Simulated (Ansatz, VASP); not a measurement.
# Ga2O3: VASP beside Ansatz, part 3 of 3

One calculation is typed for both programs; each brings its own data sets. How far apart do they land? The cell is taken from a series of runs on this material, whose earlier steps may have relaxed, scaled, displaced or heated it; both programs get it as it stands.

VASP 6.6.1 and Ansatz 0.2.0.

So far. Step 3 (VASP: single point, r2SCAN with rVV10): The run ends at a pressure of 1.20 GPa, with forces up to 0.098 eV/Å.

**5. VASP: single point, r2SCAN with D4**

Level of this step: r2SCAN with D4; plane waves and PAW (Ga_d, O) (VASP).

With cell and atoms fixed, the geometry can't cause a difference; cores, projectors, grids and the points listed under the comparison can.

INCAR reads:

```
SYSTEM = Ga2O3
PREC = Accurate
ENCUT = 580
EDIFF = 1E-06
NELM = 120
ISMEAR = 0
SIGMA = 0.01
LREAL = .FALSE.
ALGO = Normal
METAGGA = R2SCAN
IVDW = 13
VDW_S6 = 1
VDW_S8 = 0.6018749
VDW_A1 = 0.51559235
VDW_A2 = 5.77342911
LASPH = .TRUE.
NBANDS = 54
LORBIT = 11
LWAVE = .FALSE.
LCHARG = .FALSE.
ISIF = 2
GGA_COMPAT = .FALSE.
EFERMI = MIDGAP
LMIXTAU = .TRUE.
KPAR = 2
```

POSCAR reads:

```
Ga2O3
1.0
    6.1070000000     -1.5185500000      0.0000000000
    6.1070000000      1.5185500000      0.0000000000
   -1.3859889000      0.0000000000      5.6300087400
Ga O
4 6
Direct
    0.0907257161      0.0907257161      0.7949827243
    0.9092742839      0.9092742839      0.2050172757
    0.6588354858      0.6588354858      0.3142837562
    0.3411645142      0.3411645142      0.6857162438
    0.1649755202      0.1649755202      0.1092149221
    0.8350244798      0.8350244798      0.8907850779
    0.1730977481      0.1730977481      0.5628885815
    0.8269022519      0.8269022519      0.4371114185
    0.4962434269      0.4962434269      0.2557091363
    0.5037565731      0.5037565731      0.7442908637
```

KPOINTS reads:

```
Automatic mesh
0
Gamma
8 8 4
0 0 0
```

Potentials, in the order of the species: Ga_d and O (PBE family, release 64).

Run with:

```console
mpirun -np 2 vasp_std
```

Numbers of over 12 decimals in the logs are rounded to 6 here.

Log:

```text
[banner, memory and clock lines left out]
running    2 mpi-ranks, on    1 nodes
[...]
[... a notice as in an earlier step ...]

 LDA part: xc-table for (None), standard interpolation
 POSCAR, INCAR and KPOINTS ok, starting setup
[...]
entering main loop
       N       E                     dE             d eps       ncg     rms          rms(c)
DAV:   1     0.124213995046E+04    0.12421E+04   -0.43912E+04  9914   0.328E+03
DAV:   2     0.167786744827E+03   -0.10744E+04   -0.10135E+04  8544   0.882E+02
DAV:   3    -0.105963702187E+03   -0.27375E+03   -0.26604E+03  9822   0.283E+02
DAV:   4    -0.128405706791E+03   -0.22442E+02   -0.22198E+02 10206   0.871E+01
[...]
DAV:  21    -0.102448637333E+03   -0.52047E-05   -0.16674E-06  7164   0.179E-02    0.258E-03
DAV:  22    -0.102448638580E+03   -0.12466E-05   -0.11122E-06  6030   0.168E-02    0.216E-03
DAV:  23    -0.102448638045E+03    0.53547E-06   -0.27670E-07  5376   0.426E-03
   1 F= -.10361428E+03 E0= -.10361428E+03  d E =0.000000E+00
```

OUTCAR, selected parts (step 5):

```text
  Edisp (eV):   -1.16564

  Total       0.60357     0.62751     0.69244     0.00000     0.00000     0.03127
  in kB       9.26061     9.62804    10.62418     0.00000     0.00000     0.47974
  external pressure =        9.84 kB  Pullay stress =        0.00 kB

 POSITION                                       TOTAL-FORCE (eV/Angst)
 -----------------------------------------------------------------------------------
      0.00629      0.00000      4.47576         0.030680      0.000000      0.002308
     10.82172      0.00000      1.15425        -0.030680      0.000000     -0.002308
      7.61142      0.00000      1.76942        -0.010984      0.000000      0.036874
      3.21659      0.00000      3.86059         0.010984      0.000000     -0.036874
      1.86364      0.00000      0.61488         0.053895      0.000000      0.033913
      8.96437      0.00000      5.01513        -0.053895      0.000000     -0.033913
      1.33406      0.00000      3.16907         0.029303      0.000000     -0.050689
      9.49395      0.00000      2.46094        -0.029303      0.000000      0.050689
      5.70671      0.00000      1.43964         0.070104      0.000000      0.026460
      5.12130      0.00000      4.19036        -0.070104      0.000000     -0.026460
 -----------------------------------------------------------------------------------
    total drift:                                0.000000      0.000000     -0.000000

  FREE ENERGIE OF THE ION-ELECTRON SYSTEM (eV)
  ---------------------------------------------------
  free  energy   TOTEN  =      -103.6142802691 eV

  energy  without entropy=     -103.6142802691  energy(sigma->0) =     -103.61428027

[... 2 parts as in an earlier step ...]

[... 1 further part left out ...]
[key lines of the parts left out:]
E-fermi :   4.9863
```

The run ends at a pressure of 0.98 GPa, with forces up to 0.075 eV/Å.

**6. Ansatz: single point, r2SCAN with D4**

The same cell, functional and mesh now go to Ansatz, which takes its cutoff from its data sets.

The cell is taken from a series of runs on this material, whose earlier steps may have relaxed, scaled, displaced or heated it; both programs get it as it stands.

input.yaml reads:

```yaml
crystal:
  lattice:
    - [6.107, -1.51855, 0.0]
    - [6.107, 1.51855, 0.0]
    - [-1.3859889, 0.0, 5.63000874]
  atoms:
    - { symbol: Ga, position: [0.0907257161, 0.0907257161, 0.7949827243] }
    - { symbol: Ga, position: [0.9092742839, 0.9092742839, 0.2050172757] }
    - { symbol: Ga, position: [0.6588354858, 0.6588354858, 0.3142837562] }
    - { symbol: Ga, position: [0.3411645142, 0.3411645142, 0.6857162438] }
    - { symbol: O, position: [0.1649755202, 0.1649755202, 0.1092149221] }
    - { symbol: O, position: [0.8350244798, 0.8350244798, 0.8907850779] }
    - { symbol: O, position: [0.1730977481, 0.1730977481, 0.5628885815] }
    - { symbol: O, position: [0.8269022519, 0.8269022519, 0.4371114185] }
    - { symbol: O, position: [0.4962434269, 0.4962434269, 0.2557091363] }
    - { symbol: O, position: [0.5037565731, 0.5037565731, 0.7442908637] }
kpoints:
  mp_grid: { grid: [8, 8, 4] }
hamiltonian:
  xc: r2scan
  pseudopotentials: { kind: paw, source: ansatz }
  dispersion: d4
scf:
  occupations: { method: fixed }
  n_extra_bands: 7
  lower_state_search: "off"
  convergence: { dr2_threshold: 1.0e-09 }
output:
  eigenvalues: true
```

Run with:

```console
ansatz run input.yaml --threads 16 --pin off --max-ram 73728MiB --backend cpu --events-out ev --progress --plain --runs-dir out
```

Log:

```text
[...]
Crystal: 10 atoms, lattice volume = 104.423 Å³
Basis set: ecut = 1300 eV, 11083 PW (Γ), FFT grids on a1−a2, a2, a3, exchange–correlation on 216×432×400 points (64 copies of the dense FFT grid, shifted against one another)
Bands: 67, of which v1, the nominal top of the filled ones, is band 60 counted from 1 (59 counted from 0)
Symmetry: 4 space group operations
[...]
k-points: 78 of 256
[...]
--- Band table (eV; the first three rows and the last of 78) ---
  k-point 0: bands = [... 56 lower, 8.3191, 8.5113, 8.7184, 8.9723, 12.0776, 15.4519, 16.4704, 16.5973, ... 3 higher]
  k-point 1: bands = [... 56 lower, 8.3389, 8.4516, 8.5143, 8.7359, 12.9814, 15.6124, 16.3257, 16.7025, ... 3 higher]
  k-point 2: bands = [... 56 lower, 8.3226, 8.3556, 8.5223, 8.6912, 14.4688, 14.5822, 16.5486, 17.0430, ... 3 higher]
  k-point 77: bands = [... 56 lower, 8.3665, 8.4036, 8.4050, 8.9859, 14.9178, 15.0241, 16.0161, 16.3496, ... 3 higher]
[key lines of the parts left out:]
SCF converged after 11 iterations
Free energy (F): -37102.831912 eV
Fermi energy:    8.992240 eV
```

**7. Differences**

What differs besides the data sets and the points named for the pairs above, as far as they apply: the data sets hold 120 valence electrons in Ansatz (on PAW files that the input asks for by source) and 88 in VASP. Total energies have different zeros and are not compared.

Both answers:

```csv
quantity,Ansatz,VASP,difference
gap on the k mesh (eV),3.085,3.062,+0.024
```

A gap on the mesh is an upper bound, since the band edges may lie between its points.

**8. Summary of results**

| Item | Value |
| --- | --- |
| difference in gap on the k mesh (single point, r2SCAN with rVV10) | 0.022 eV |
| difference in gap on the k mesh (single point, r2SCAN with D4) | 0.024 eV |

In words: The difference in gap on the k mesh is 0.024 eV (single point, r2SCAN with D4), within the 0.08 eV picked in this series as the mark of a large difference. The data sets hold unlike numbers of valence electrons (120 in Ansatz and 88 in VASP), so part of the differences may come from the potentials. Such differences can come from data sets, numerical settings and the points named under the comparisons, not from the functional's error against experiment.

[Lines on the potential files, build, host, timing and source positions are cut from VASP's logs without a mark.]

[Logs are printed without paths, hosts, clocks, repeated set-up lines and the standing remarks that a program may print on its own settings, such as how far it seeks lower states.]

[Hosts, paths, dates, database ids (printed as entryN), source tags and the programs' standing remarks are cut or masked in the printed files.]
